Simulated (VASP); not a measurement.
Computed with PBE GGA with D4 dispersion, VASP's PBE PAW potentials (set 64) (plane waves; VASP).

VASP input:

### INCAR
```
ALGO = Normal
EDIFF = 1E-7
ENCUT = 520
GGA = PE
ISIF = 2
ISMEAR = 0
IVDW = 13
LASPH = T
LCHARG = F
LREAL = F
LWAVE = F
NELM = 100
PREC = Accurate
SIGMA = 0.05
SYSTEM = CaO
```

**KPOINTS**
```
K-points
0
G
  9 9 9
```

**POSCAR**
```
CaO
1
    0.0000000000     2.3559045915     2.3559045915
    2.3559045915     0.0000000000     2.3559045915
    2.3559045915     2.3559045915     0.0000000000
Ca O
1 1
Direct
  0.0000000000   0.0000000000   0.0000000000
  0.5000000000   0.5000000000   0.5000000000
```

POTCAR, in this order: Ca_sv O (PBE.64 set). Program: vasp_std.

Output

OSZICAR:
```
       N       E                     dE             d eps       ncg     rms          rms(c)
DAV:   1     0.131092961736E+03    0.13109E+03   -0.88332E+03   840   0.138E+03
DAV:   2    -0.762817716657E+01   -0.13872E+03   -0.13121E+03   948   0.340E+02
DAV:   3    -0.142362967303E+02   -0.66081E+01   -0.65577E+01  1072   0.771E+01
DAV:   4    -0.144603282599E+02   -0.22403E+00   -0.22383E+00  1172   0.130E+01
DAV:   5    -0.144647041013E+02   -0.43758E-02   -0.43756E-02  1024   0.177E+00    0.859E+00
DAV:   6    -0.127735083403E+02    0.16912E+01   -0.84772E+00   968   0.278E+01    0.349E+00
DAV:   7    -0.127411773680E+02    0.32331E-01   -0.67637E-01  1128   0.826E+00    0.171E+00
DAV:   8    -0.127412416931E+02   -0.64325E-04   -0.76977E-02   912   0.324E+00    0.426E-01
DAV:   9    -0.127392044234E+02    0.20373E-02   -0.23710E-02  1060   0.135E+00    0.129E-01
DAV:  10    -0.127395839738E+02   -0.37955E-03   -0.19883E-03   928   0.463E-01    0.257E-02
DAV:  11    -0.127396513839E+02   -0.67410E-04   -0.32833E-04  1160   0.155E-01    0.297E-02
DAV:  12    -0.127396368969E+02    0.14487E-04   -0.57531E-05   980   0.869E-02    0.443E-03
DAV:  13    -0.127396368860E+02    0.10960E-07   -0.41893E-06  1064   0.209E-02    0.864E-04
DAV:  14    -0.127396367327E+02    0.15331E-06   -0.16313E-07   948   0.452E-03    0.404E-04
DAV:  15    -0.127396368217E+02   -0.88994E-07   -0.27607E-08   460   0.230E-03
   1 F= -.13088939E+02 E0= -.13088939E+02  d E =-.193020E-18
```

OUTCAR:
```
------------------------ aborting loop because EDIFF is reached ----------------------------------------
  Edisp (eV):   -0.34930
  FORCE on cell =-STRESS in cart. coord.  units (eV):
  Direction    XX          YY          ZZ          XY          YZ          ZX
  --------------------------------------------------------------------------------------
  Total       1.24844     1.24844     1.24844     0.00000    -0.00000     0.00000
  in kB      76.48485    76.48485    76.48485     0.00000    -0.00000     0.00000
  external pressure =       76.48 kB  Pullay stress =        0.00 kB
  volume of cell :       26.15
      direct lattice vectors                 reciprocal lattice vectors
     0.000000000  2.355904591  2.355904591    -0.212232703  0.212232703  0.212232703
     2.355904591  0.000000000  2.355904591     0.212232703 -0.212232703  0.212232703
     2.355904591  2.355904591  0.000000000     0.212232703  0.212232703 -0.212232703
  FREE ENERGIE OF THE ION-ELECTRON SYSTEM (eV)
  ---------------------------------------------------
  free  energy   TOTEN  =       -13.0889385078 eV

  energy  without entropy=      -13.0889385078  energy(sigma->0) =      -13.08893851
```
(Selected blocks of OUTCAR.)

**OUTCAR**
```
 val. band max:        2.7002057072   @ k =   0.0000   0.0000   0.0000

 cond. band min:       6.3692029671   @ k =   0.4444   0.4444   0.0000


 Fermi energy:         2.9918830877

 k-point     1 :       0.0000    0.0000    0.0000
  band No.  band energies     occupation
      1     -34.7004      2.00000
      2     -15.4151      2.00000
      3     -15.4151      2.00000
      4     -15.4151      2.00000
      5     -12.9497      2.00000
      6       2.7002      2.00000
      7       2.7002      2.00000
      8       2.7002      2.00000
      9       7.9150      0.00000
     10       9.0670      0.00000
     11       9.0670      0.00000
     12       9.0670      0.00000

 k-point     2 :       0.1111    0.0000    0.0000
  band No.  band energies     occupation
      1     -34.6849      2.00000
      2     -15.6493      2.00000
      3     -15.4225      2.00000
      4     -15.4225      2.00000
      5     -12.7096      2.00000
      6       2.2504      2.00000
      7       2.5111      2.00000
      8       2.5111      2.00000
      9       8.4761      0.00000
     10       9.0354      0.00000
     11       9.2936      0.00000
     12       9.2936      0.00000

 k-point     3 :       0.2222    0.0000    0.0000
  band No.  band energies     occupation
      1     -34.6453      2.00000
      2     -16.1204      2.00000
      3     -15.4410      2.00000
      4     -15.4410      2.00000
      5     -12.2227      2.00000
      6       1.3290      2.00000
      7       2.0817      2.00000
      8       2.0817      2.00000
      9       9.0680      0.00000
     10       9.7608      0.00000
     11       9.9072      0.00000
     12       9.9072      0.00000

 k-point     4 :       0.3333    0.0000    0.0000
  band No.  band energies     occupation
      1     -34.5998      2.00000
      2     -16.5465      2.00000
      3     -15.4619      2.00000
      4     -15.4619      2.00000
      5     -11.7753      2.00000
      6       0.4761      2.00000
...
```

The compound is CaO in the rock salt structure. This cell is one point of a volume scan, at 0.94 of the reference volume.
